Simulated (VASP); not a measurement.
```
CELL_PARAMETERS angstrom
      3.00258     0.00000     0.00000
      0.00000     3.00258     0.00000
      0.00000     0.00000     4.08352
ATOMIC_POSITIONS crystal
  Ti 0.50000 0.50000 0.50000
  Hg 0.00000 0.00000 0.00000
```

Method: LDA (Ceperley-Alder, Perdew-Zunger), VASP's LDA PAW potentials (set 64) (plane waves; VASP). Run with 300 eV cut-off, 7×7×6 Γ-centred mesh, Fermi-Dirac smearing of 0.050 eV, potentials Ti_sv Hg.

At this cut-off the stress carries a Pulay error, which pulls relaxed volumes low. The run has a spin-polarised start. Unless said otherwise, spin-orbit coupling is left out, though it shifts the bands of the heavy elements here.

Question: What does the run give for the cell moment, energy per atom (σ→0), pressure, band gap (on the k-mesh) with the smallest direct gap where there is one?

Answer: 
```json
{
 "band gap (on the k-mesh)": "none (metal, semimetal or under 0.01 eV)",
 "cell_moment": "0.00 μB",
 "energy per atom (σ→0)": "-4.898 eV/atom",
 "pressure": "-7.06 GPa"
}
```

Only differences to runs with the same potentials and settings are physical.

The structure comes from a computed database's TiHg entry (P4/mmm); how it stands against other phases isn't given here. The cell was not relaxed at this level.
